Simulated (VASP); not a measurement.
Input of a VASP 6.6.1 run:

Contents of INCAR:

```
SYSTEM = MgVOF2
PREC = Accurate
ENCUT = 520
EDIFF = 1E-7
ISMEAR = -1
SIGMA = 0.05
LREAL = .False.
LASPH = .True.
NELM = 120
ALGO = Normal
ISIF = 2
LWAVE = .False.
LCHARG = .True.
ISPIN = 2
MAGMOM = 2 0 0 0 0
LORBIT = 11
LMAXMIX = 4
GGA = PE
LELF = .True.
LVHAR = .True.
NBANDS = 30
```

The input KPOINTS:

```
regular mesh
0
Gamma
  7 7 8
  0 0 0
```

File POSCAR:

```
MgVOF2
1.0
    4.8040075024     -2.0760134098      0.0000000000
    4.8040075024      2.0760134098      0.0000000000
   -0.0643708854      0.0000000000      3.4493468529
V Mg F O
1 1 2 1
Direct
    0.9696970000      0.9836430000     -0.0014700000
    0.6369000000      0.6286470000      0.5311230000
    0.1329060000      0.1131980000      0.5153900000
    0.8422140000      0.8424730000      0.5121800000
    0.5375350000      0.5442900000      0.0143470000
```

Potentials or basis: VASP PAW PBE potentials, release 64 (V_sv, Mg, F, O).

The run is started by

```console
$ cat potpaw_PBE.64/V_sv/POTCAR potpaw_PBE.64/Mg/POTCAR potpaw_PBE.64/F/POTCAR potpaw_PBE.64/O/POTCAR > POTCAR
$ mpirun -np 1 vasp_std > vasp.out
```

**Question.** What does it give for the net moment?

**Answer.** 3.00 μB per cell.

**Question.** Estimate the band gap on the k mesh.

**Answer.** None (metal or under the smearing width).

**Question.** What does it give for the largest force?

**Answer.** 0.913 eV/Å.

**Question.** What does it give for the site moments?

**Answer.** V +2.65; Mg +0.00; F +0.00, +0.01; O +0.01 μB.

Stress tensor (GPa, compression positive):
```
-2.52  0.77 -0.40
 0.77 -3.33  0.08
-0.40  0.08  0.12
```

Caveat: semilocal functionals often make such compounds metallic where correlation or magnetic order opens a gap, which also shifts bond lengths.
